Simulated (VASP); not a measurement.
An input for Ansatz (written as the equivalent of a VASP run, and not itself run):

Ansatz 0.2 input:
```yaml
crystal:
  lattice:
    - [3.1362637, 0.0000000, 0.0000000]
    - [0.0000000, 3.1362637, 0.0000000]
    - [0.0000000, 0.0000000, 3.1362637]
  atoms:
    - { symbol: Lu, position: [0.0000000, 0.0000000, 0.0000000] }
kpoints:
  mp_grid: { grid: [13, 13, 13] }
hamiltonian:
  xc: pbesol
  pseudopotentials: { kind: paw }
scf:
  occupations: { method: tetrahedron }
  max_iter: 100
output: { forces: true, stress: true, eigenvalues: true }
```

Task: Write the VASP files for the same calculation (PBEsol).

Result: One answer among several that fit: 
**INCAR**
```
LASPH = .TRUE.   # aspherical one-centre terms
LCHARG = .TRUE.
LMAXMIX = 6   # l cut-off of mixed one-centre charges
LORBIT = 11   # lm-projected
LREAL = .FALSE.   # projection in real space or not
EDIFF = 1E-7   # SCF stop (eV)
ISIF = 2
PREC = Accurate
GGA = PS   # PBEsol
ALGO = Normal
ENCUT = 400   # plane-wave cut-off (eV)
NEDOS = 601   # DOS grid
ISMEAR = -5   # tetrahedra, Bloechl
SYSTEM = Lu
NELM = 100   # most electronic steps
LWAVE = .FALSE.
```

### POSCAR
```
Lu
1
    3.1362637029     0.0000000000    -0.0000000000
    0.0000000000     3.1362637029     0.0000000000
    0.0000000000     0.0000000000     3.1362637029
Lu
1
Direct
  0.0000000000   0.0000000000   0.0000000000
```

KPOINTS:
```
K-points
0
G
 13 13 13
0 0 0
```

POTCAR, in this order: Lu_3 (PBE.64 set). Program: vasp_std.

What does not carry over: each code has its own PAW files, so the cut-off isn't converted (ENCUT is set for VASP's; basis.ecutwfc is left out, and Ansatz then takes the one that its files recommend); Ansatz stops its SCF on the density residual and VASP on the energy change (EDIFF).

The structure was generated: Lu was put into the simple-cubic type (Pm-3m), which need not be its known phase. It was relaxed first, which changed the volume by -7 %.
